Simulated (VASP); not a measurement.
# Ga2GeSe2 (P-6m2) in VASP: relaxation of cell and atoms with PBE

Aim: the relaxation of cell and atoms of Ga2GeSe2 with PBE.

Everything below comes from runs of VASP 6.6.1. Logs are shortened: lines on timing, memory, paths and dates and some standing lists are left out, and cuts for length are marked.

## Step 1: The structure

The structure is hexagonal, space group P-6m2 (No. 187). The conventional cell has a = 6.750 Å, b = 6.750 Å, c = 6.616 Å, α = 90.00°, β = 90.00°, γ = 120.00°. Ga (site symmetry 3m) has 1 Ga at 1.98 Å as nearest neighbours. Ga (site symmetry -6m2) is surrounded by 3 Se at 1.91 Å. Ga (site symmetry -6m2) has 2 Se at 3.31 Å as nearest neighbours. Around Ge (site symmetry -6m2) lie 3 Se at 1.98 Å. Ge (site symmetry -6m2) has 2 Ge at 3.31 Å as nearest neighbours. Se (site symmetry -6m2) has 2 Ga at 3.31 Å and 6 Se at 3.37 Å as nearest neighbours. Se (site symmetry mm2) is surrounded by 1 Ga at 1.91 Å and 1 Ge at 1.98 Å.

The cell was built by a generator and needn't be a form met in nature.

## Step 2: Relaxation of cell and atoms, PBE

Contents of INCAR:

```
SYSTEM = Ga2GeSe2
PREC = Normal
ENCUT = 520
EDIFF = 1E-4
ISMEAR = 0
SIGMA = 0.15
LREAL = Auto
LASPH = .TRUE.
NELM = 60
ALGO = Fast
ISIF = 3
LWAVE = .FALSE.
LCHARG = .FALSE.
GGA = PE
IBRION = 2
NSW = 24
EDIFFG = -0.08
```

Contents of KPOINTS:

```
Automatic mesh
0
G
  3 3 2
  0 0 0
```

Contents of POSCAR:

```
Ga2GeSe2
1.0
    6.7495084100      0.0000000000      0.0000000000
   -3.3747542100      5.8452457500      0.0000000000
    0.0000000000      0.0000000000      6.6158653600
Ga Ge Se
4 2 4
Direct
    0.3333333300      0.6666666700      0.3504392000
    0.3333333300      0.6666666700      0.6495608000
    0.3333333300      0.6666666700      0.0000000000
    0.0000000000      0.0000000000      0.5000000000
    0.6666666700      0.3333333300      0.0000000000
    0.6666666700      0.3333333300      0.5000000000
    0.0000000000      0.0000000000      0.0000000000
    0.4968768600      0.5031231400      0.0000000000
    0.4968768600      0.9937537100      0.0000000000
    0.0062462900      0.5031231400      0.0000000000
```

Potentials or basis: VASP PAW PBE potentials, release 64 (Ga_d, Ge_d, Se).

The run is started by

```bash
> cat potpaw_PBE.64/Ga_d/POTCAR potpaw_PBE.64/Ge_d/POTCAR potpaw_PBE.64/Se/POTCAR > POTCAR
> mpirun -np 1 vasp_std > vasp.out
```

OUTCAR:

```text
SYSTEM = Ga2GeSe2
   PREC = Normal
   ENCUT = 520
   EDIFF = 1E-4
   ISMEAR = 0
   LREAL = Auto
   LASPH = .TRUE.
   NELM = 60
   ISIF = 3
   GGA = PE
   IBRION = 2
   NSW = 24
   EDIFFG = -0.08

 ion  position               nearest neighbor table
   1  0.333  0.667  0.350-   2 1.98   3 2.32
   2  0.333  0.667  0.650-   1 1.98   3 2.32
   3  0.333  0.667  0.000-  10 1.91   9 1.91   8 1.91   2 2.32   1 2.32
   4  0.000  0.000  0.500-
   5  0.667  0.333  0.000-  10 1.98   8 1.98   9 1.98
   6  0.667  0.333  0.500-
   7  0.000  0.000  0.000-
   8  0.497  0.503  0.000-   3 1.91   5 1.98
   9  0.497  0.994  0.000-   3 1.91   5 1.98
  10  0.006  0.503  0.000-   3 1.91   5 1.98

  LATTYP: Found a hexagonal cell.
 ALAT       =     6.7495084100
 C/A-ratio  =     0.9801995876

  Lattice vectors:

 A1 = (   6.7495084100,   0.0000000000,   0.0000000000)
 A2 = (  -3.3747542100,   5.8452457500,   0.0000000000)
 A3 = (   0.0000000000,   0.0000000000,   6.6158653600)

Analysis of symmetry for initial positions (statically):
=====================================================================
 Subroutine PRICEL returns:
 Original cell was already a primitive cell.

 Routine SETGRP: Setting up the symmetry group for a
 hexagonal supercell.

 Subroutine GETGRP returns: Found 12 space group operations
 (whereof 12 operations were pure point group operations)
 out of a pool of 24 trial point group operations.

The static configuration has the point symmetry D_3h.

Analysis of symmetry for dynamics (positions and initial velocities):
=====================================================================
 Subroutine PRICEL returns:
 Original cell was already a primitive cell.

 Routine SETGRP: Setting up the symmetry group for a
 hexagonal supercell.

 Subroutine GETGRP returns: Found 12 space group operations
 (whereof 12 operations were pure point group operations)
 out of a pool of 24 trial point group operations.

The dynamic configuration has the point symmetry D_3h.

 Subroutine INISYM returns: Found 12 space group operations
 (whereof 12 operations are pure point group operations),
 and found     1 'primitive' translations

----------------------------------------------------------------------------------------

                                     Primitive cell

  volume of cell :     261.0127

  direct lattice vectors                    reciprocal lattice vectors
     6.749508410  0.000000000  0.000000000     0.148158938  0.085539603  0.000000000
    -3.374754210  5.845245750  0.000000000     0.000000000  0.171079206  0.000000000
     0.000000000  0.000000000  6.615865360     0.000000000  0.000000000  0.151151806

  length of vectors
[... 101 lines left out ...]
  Fermi-wavevector in a.u.,A,eV,Ry     =   1.204663  2.276482 19.744937  1.451212
  Thomas-Fermi vector in A             =   2.340381
   LORBIT       =      0    0 simple, 1 ext, 2 COOP (PROOUT), +10 PAW based schemes
   GGA     = PE    functional components
   LHFCALC =     F    Hartree Fock is set to
   AEXX    =    0.0000 exact exchange contribution
   IVDW    =     0    specifies the selected vdW correction
   LEPSILON=     F    determine dielectric tensor
   LRPA    =     F    only Hartree local field effects (RPA)
 conjugate gradient relaxation of ions
 non-spin polarized calculation
 RMM-DIIS sequential band-by-band and
 Gauss-broadening in eV      SIGMA  =   0.15
  energy-cutoff  :      520.00
  volume of cell :      261.01
 maximum number of plane-waves:      7069
   NGX = 25   NGY = 25   NGZ = 25

--------------------------------------- Ionic step        1  -------------------------------------------

 number of electron     104.0000018 magnetization

 Free energy of the ion-electron system (eV)
  ---------------------------------------------------
  ext. energy  EPLUGINS =         0.00000000
  ---------------------------------------------------
  free energy    TOTEN  =       -14.95573967 eV

  energy without entropy =      -14.82682195  energy(sigma->0) =      -14.89128081

------------------------ aborting loop because EDIFF is reached ----------------------------------------

  FORCE on cell =-STRESS in cart. coord.  units (eV):
  Direction    XX          YY          ZZ          XY          YZ          ZX
  --------------------------------------------------------------------------------------
  -------------------------------------------------------------------------------------
  Total       57.6552729     57.6552730     23.8043371     -0.0000000     -0.0000000      0.0000000
  in kB      353.9060922    353.9060926    146.1184639     -0.0000003     -0.0000000      0.0000000
  external PRESSURE =     284.6435495 kB  Pullay stress =       0.0000000 kB
[... 113 lines left out ...]
  FREE ENERGIE OF THE ION-ELECTRON SYSTEM (eV)
  ---------------------------------------------------
  free  energy   TOTEN  =       -25.7436238612 eV

  energy  without entropy=      -25.5492304643  energy(sigma->0) =      -25.64642716

 E-fermi :  -0.0629     XC(G=0):  -6.8061

 val. band max:       -0.0656802989   @ k =   0.3333   0.0000   0.0000
 cond. band min:      -0.0264859691   @ k =   0.3333   0.0000   0.5000
 fundamental gap:      0.0391943297
 Fermi energy:        -0.0628982663

 k-point     1 :       0.0000    0.0000    0.0000
  band No.  band energies     occupation
      1     -25.6262      2.00000
      2     -25.6126      2.00000
      3     -25.6125      2.00000
      4     -25.5767      2.00000
      5     -25.5766      2.00000
      6     -25.1069      2.00000
[... 379 lines left out ...]
     61       1.7393      0.00000
     62       2.1713      0.00000

[... ionic steps 4 to 14 ...]

--------------------------------------- Ionic step       15  -------------------------------------------

 number of electron     104.0000070 magnetization

------------------------ aborting loop because EDIFF is reached ----------------------------------------
[... 83 lines left out ...]
--------------------------------------- Ionic step       17  -------------------------------------------

 number of electron     104.0000104 magnetization

 Free energy of the ion-electron system (eV)
  ---------------------------------------------------
  ext. energy  EPLUGINS =         0.00000000
  ---------------------------------------------------
  free energy    TOTEN  =       -26.31684082 eV

  energy without entropy =      -26.13700269  energy(sigma->0) =      -26.22692175

 E-fermi :   0.1086     XC(G=0):  -6.9592

 val. band max:        0.0946422925   @ k =   0.3333   0.0000   0.0000
 cond. band min:       0.1402013695   @ k =   0.3333   0.0000   0.5000
 fundamental gap:      0.0455590770
 Fermi energy:         0.1086395550

 k-point     1 :       0.0000    0.0000    0.0000
  band No.  band energies     occupation
      1     -25.4375      2.00000
      2     -25.4252      2.00000
      3     -25.4251      2.00000
      4     -25.3929      2.00000
      5     -25.3928      2.00000
      6     -24.8872      2.00000
[... 416 lines left out ...]
  FREE ENERGIE OF THE ION-ELECTRON SYSTEM (eV)
  ---------------------------------------------------
  free  energy   TOTEN  =       -26.3168408202 eV

  energy  without entropy=      -26.1370026879  energy(sigma->0) =      -26.22692175

 reached required accuracy - stopping structural energy minimisation
```

OSZICAR:

```text
N       E                     dE             d eps       ncg     rms          rms(c)
DAV:   1     0.121257682006E+04    0.12126E+04   -0.47633E+04   912   0.292E+03
DAV:   2     0.262011483821E+03   -0.95057E+03   -0.91510E+03   752   0.932E+02
DAV:   3     0.108579478126E+02   -0.25115E+03   -0.24377E+03   862   0.250E+02
DAV:   4    -0.153746453187E+02   -0.26233E+02   -0.25560E+02   896   0.847E+01
[... 180 lines left out ...]
       N       E                     dE             d eps       ncg     rms          rms(c)
DAV:   1    -0.263168143157E+02    0.10971E-03   -0.35244E-02   860   0.656E-01    0.654E-02
RMM:   2    -0.263170618513E+02   -0.24754E-03   -0.10885E-03   776   0.183E-01    0.113E-01
RMM:   3    -0.263168551282E+02    0.20672E-03   -0.40904E-04   504   0.917E-02    0.299E-02
RMM:   4    -0.263168408202E+02    0.14308E-04   -0.10580E-04   431   0.616E-02
  17 F= -.26316841E+02 E0= -.26226922E+02  d E =-.160465E-02
```

It took 8.7 min on 1 thread of AMD EPYC 9R45 (Zen 5), shared host; peak memory 0.26 GiB.

What came out:

```
Free energy                            : -26.3168 eV
Relaxed volume                         : 42.57 Å³/atom
Relaxed cell                           : a = 8.376 Å, b = 8.376 Å, c = 7.006 Å, α = 90.00°, β = 90.00°, γ = 120.00°
Space group after relaxing (to 0.05 Å) : P-6m2 (No. 187)
Energy gained by relaxing              : 1136.1 meV/atom
Ionic steps                            : 17
Pressure after relaxing                : 0.2 GPa
Largest force after relaxing           : 0.071 eV/Å
Band gap on the k mesh                 : none (metal or under the smearing width)
```

Forces on the atoms (eV/Å):
```
Ga   0.000  0.000  0.016
Ga   0.000  0.000 -0.016
Ga   0.000  0.000  0.000
Ga   0.000  0.000  0.000
Ge   0.000  0.000  0.000
Ge   0.000  0.000  0.000
Se   0.000  0.000  0.000
Se  -0.062  0.036  0.000
Se   0.000 -0.071  0.000
Se   0.062  0.036  0.000
```

The path:
```csv
step,energy change (eV),largest force (eV/Å),pressure (GPa),volume (Å³)
1,0.0000,4.6806,28.46,261.01
2,-10.7663,1.2486,-0.15,475.37
3,-10.7879,1.9427,2.00,406.69
4,-10.8719,1.5489,0.58,447.02
5,-10.8795,1.6105,0.60,442.67
6,-10.8829,1.7067,1.24,433.09
7,-10.8833,1.6570,0.60,438.43
8,-11.2070,0.6269,-0.59,453.87
9,-11.2249,0.4413,-0.82,457.74
10,-11.3166,0.3242,-0.24,444.05
11,-11.3467,0.2457,-0.19,436.82
12,-11.3542,0.1923,0.29,422.58
13,-11.3601,0.1345,-0.08,427.48
14,-11.3586,0.1748,0.27,425.07
15,-11.3595,0.1496,-0.07,425.96
16,-11.3611,0.0983,0.37,425.61
17,-11.3611,0.0714,0.23,425.69
```

Final structure:
```cif
data_structure
_symmetry_space_group_name_H-M 'P 1'
_symmetry_Int_Tables_number 1
_cell_length_a 8.3761
_cell_length_b 8.3761
_cell_length_c 7.0061
_cell_angle_alpha 90.000
_cell_angle_beta 90.000
_cell_angle_gamma 120.000
_cell_volume 425.69
loop_
_atom_site_label
_atom_site_type_symbol
_atom_site_fract_x
_atom_site_fract_y
_atom_site_fract_z
_atom_site_occupancy
Ga1 Ga 0.33333 0.66667 0.32959 1
Ga2 Ga 0.33333 0.66667 0.67041 1
Ga3 Ga 0.33333 0.66667 0.00000 1
Ga4 Ga 0.00000 0.00000 0.50000 1
Ge1 Ge 0.66667 0.33333 0.00000 1
Ge2 Ge 0.66667 0.33333 0.50000 1
Se1 Se 0.00000 0.00000 0.00000 1
Se2 Se 0.50128 0.49872 0.00000 1
Se3 Se 0.50128 0.00256 0.00000 1
Se4 Se 0.99744 0.49872 0.00000 1
```

Caveat: the k mesh is coarse (spacing up to 0.47 Å⁻¹), so the values aren't converged; the volume moved by over 15 % at a fixed basis, so the end points are rough; the relaxation stopped at a loose force limit of 0.08 eV/Å, so its end isn't a converged minimum.
